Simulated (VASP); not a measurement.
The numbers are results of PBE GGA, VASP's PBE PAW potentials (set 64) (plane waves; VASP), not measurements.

VASP ran on this input.

INCAR:
```
# general
SYSTEM =FeAl
PREC   =Accurate
ENCUT  =500
LREAL  =F
LASPH  =T   # aspherical one-centre terms

# electronic loop
EDIFF  =1E-6   # SCF stop (eV)
NELM   =100   # most electronic steps
ALGO   =Normal   # blocked Davidson
LMAXMIX=4   # l cut-off of mixed one-centre charges

# smearing
ISMEAR =1
SIGMA  =0.1   # width (eV)

# functional
GGA    =PE   # PBE

# ions
IBRION =2
NSW    =40
ISIF   =3
EDIFFG =-0.02

# output
LWAVE  =F
LCHARG =F
```

File KPOINTS:
```
kpoints
0
G
13 13 13
0 0 0
```

POSCAR:
```
FeAl
1
    2.8672582382     0.0000000000     0.0000000000
    0.0000000000     2.8672582382     0.0000000000
    0.0000000000     0.0000000000     2.8672582382
Al Fe
1 1
Direct
  0.5000000000   0.5000000000   0.5000000000
  0.0000000000   0.0000000000   0.0000000000
```

POTCAR, in this order: Al Fe (PBE.64 set). Program: vasp_std.

Output

### OSZICAR
```
       N       E                     dE             d eps       ncg     rms          rms(c)
DAV:   1     0.311647960212E+02    0.31165E+02   -0.50223E+03  1520   0.121E+03
DAV:   2    -0.134126898722E+02   -0.44577E+02   -0.43045E+02  1521   0.179E+02
DAV:   3    -0.145627894179E+02   -0.11501E+01   -0.11327E+01  1795   0.385E+01
DAV:   4    -0.145860463797E+02   -0.23257E-01   -0.23226E-01  1934   0.497E+00
DAV:   5    -0.145864900443E+02   -0.44366E-03   -0.44362E-03  1805   0.591E-01    0.139E+01
DAV:   6    -0.166263117270E+02   -0.20398E+01   -0.75835E+01  1717   0.136E+02    0.182E+01
DAV:   7    -0.126549046976E+02    0.39714E+01   -0.37000E+01  1667   0.844E+01    0.252E+00
DAV:   8    -0.126256240770E+02    0.29281E-01   -0.21483E-01  1641   0.568E+00    0.147E+00
DAV:   9    -0.126111732813E+02    0.14451E-01   -0.43396E-02  1794   0.318E+00    0.353E-01
DAV:  10    -0.126107682157E+02    0.40507E-03   -0.96736E-04  1946   0.426E-01    0.156E-01
DAV:  11    -0.126107534205E+02    0.14795E-04   -0.20271E-05  1634   0.443E-02    0.895E-03
DAV:  12    -0.126107524386E+02    0.98187E-06   -0.65359E-06  1569   0.360E-02
   1 F= -.12610752E+02 E0= -.12610478E+02  d E =-.126108E+02
       N       E                     dE             d eps       ncg     rms          rms(c)
DAV:   1    -0.126128425553E+02   -0.20891E-02   -0.37816E-02  1578   0.377E+00    0.425E-01
DAV:   2    -0.126153090668E+02   -0.24665E-02   -0.84971E-02  1765   0.453E+00    0.556E-01
DAV:   3    -0.126107545661E+02    0.45545E-02   -0.32848E-02  1744   0.286E+00    0.505E-02
DAV:   4    -0.126107179747E+02    0.36591E-04   -0.13100E-04  1571   0.113E-01    0.968E-03
DAV:   5    -0.126107175352E+02    0.43951E-06   -0.60868E-06  1676   0.347E-02
   2 F= -.12610718E+02 E0= -.12610441E+02  d E =0.349034E-04
       N       E                     dE             d eps       ncg     rms          rms(c)
DAV:   1    -0.126115239259E+02   -0.80595E-03   -0.13189E-02  1578   0.222E+00    0.252E-01
DAV:   2    -0.126123840164E+02   -0.86009E-03   -0.29472E-02  1740   0.267E+00    0.328E-01
DAV:   3    -0.126107980323E+02    0.15860E-02   -0.11572E-02  1735   0.169E+00    0.297E-02
DAV:   4    -0.126107867832E+02    0.11249E-04   -0.47123E-05  1567   0.680E-02    0.542E-03
DAV:   5    -0.126107866633E+02    0.11995E-06   -0.17716E-06   996   0.199E-02
   3 F= -.12610787E+02 E0= -.12610511E+02  d E =-.342247E-04
```

**OUTCAR**
```
------------------------ aborting loop because EDIFF is reached ----------------------------------------
  FORCE on cell =-STRESS in cart. coord.  units (eV):
  Direction    XX          YY          ZZ          XY          YZ          ZX
  --------------------------------------------------------------------------------------
  Total        0.0048968      0.0048968      0.0048968      0.0000000      0.0000000      0.0000000
  in kB        0.3323045      0.3323045      0.3323045      0.0000000      0.0000000      0.0000000
  external PRESSURE =       0.3323045 kB  Pullay stress =       0.0000000 kB
  volume of cell :       23.61
      direct lattice vectors                 reciprocal lattice vectors
     2.868766793 -0.000000000 -0.000000000     0.348581837  0.000000000  0.000000000
     0.000000000  2.868766793 -0.000000000     0.000000000  0.348581837 -0.000000000
     0.000000000  0.000000000  2.868766793     0.000000000  0.000000000  0.348581837
 POSITION                                       TOTAL-FORCE (eV/Angst)
 -----------------------------------------------------------------------------------
      1.43438      1.43438      1.43438         0.000000      0.000000      0.000000
      0.00000      0.00000      0.00000         0.000000     -0.000000      0.000000
 -----------------------------------------------------------------------------------
    total drift:                               -0.000000      0.000000      0.000000
  FREE ENERGIE OF THE ION-ELECTRON SYSTEM (eV)
  ---------------------------------------------------
  free  energy   TOTEN  =       -12.6107866633 eV

  energy  without entropy=      -12.6099596454  energy(sigma->0) =      -12.61051099

 reached required accuracy - stopping structural energy minimisation
```
(Selected blocks of OUTCAR.)

### CONTCAR
```
FeAl
   1.00000000000000
     2.8687667931222713   -0.0000000000000000   -0.0000000000000000
     0.0000000000000000    2.8687667931222713   -0.0000000000000000
     0.0000000000000000    0.0000000000000000    2.8687667931222713
  Al              Fe
     1     1
Direct
     0.5000000000000000    0.5000000000000000    0.5000000000000000
     0.0000000000000000    0.0000000000000000    0.0000000000000000
```

### OUTCAR
```
 val. band max:        7.9609949921   @ k =   0.4615   0.1538   0.0769

 cond. band min:       7.9699754487   @ k =   0.0769   0.0769   0.0000


 Fermi energy:         7.9652670763

 k-point     1 :       0.0000    0.0000    0.0000
  band No.  band energies     occupation
      1      -2.3627      2.00000
      2       5.7422      2.00000
      3       5.7422      2.00000
      4       8.1178     -0.05299
      5       8.1178     -0.05298
      6       8.1178     -0.05298
      7      14.4860      0.00000
      8      14.4860      0.00000
      9      14.4860      0.00000

 k-point     2 :       0.0769    0.0000    0.0000
  band No.  band energies     occupation
      1      -2.2511      2.00000
      2       5.7282      2.00000
      3       5.7767      2.00000
      4       8.0467      0.01263
      5       8.0467      0.01259
      6       8.1251     -0.04628
      7      13.5506      0.00000
      8      14.6506      0.00000
      9      14.6506      0.00000

 k-point     3 :       0.1538    0.0000    0.0000
  band No.  band energies     occupation
      1      -1.9191      2.00000
      2       5.6443      2.00000
      3       5.8742      2.00000
      4       7.8613      2.05752
      5       7.8613      2.05751
      6       8.1453     -0.02884
      7      12.0101      0.00000
      8      15.1179      0.00000
      9      15.1179      0.00000

 k-point     4 :       0.2308    0.0000    0.0000
  band No.  band energies     occupation
      1      -1.3742      2.00000
      2       5.3611      2.00000
      3       6.0169      2.00000
      4       7.6236      2.00002
      5       7.6236      2.00002
      6       8.1739     -0.01197
      7      10.6685      0.00000
      8      15.8301      0.00000
      9      15.8301      0.00000

 k-point     5 :       0.3077    0.0000    0.0000
  band No.  band energies     occupation
      1      -0.6294      2.00000
      2       4.7184      2.00000
      3       6.1757      2.00000
...
```

The compound is FeAl in the CsCl type structure. This run relaxes it. Symmetry was kept, so distortions that lower it aren't found. The run is not spin-polarised, so no magnetic state was tried. The electron count is odd and the run is not spin-polarised, which forces a metal.
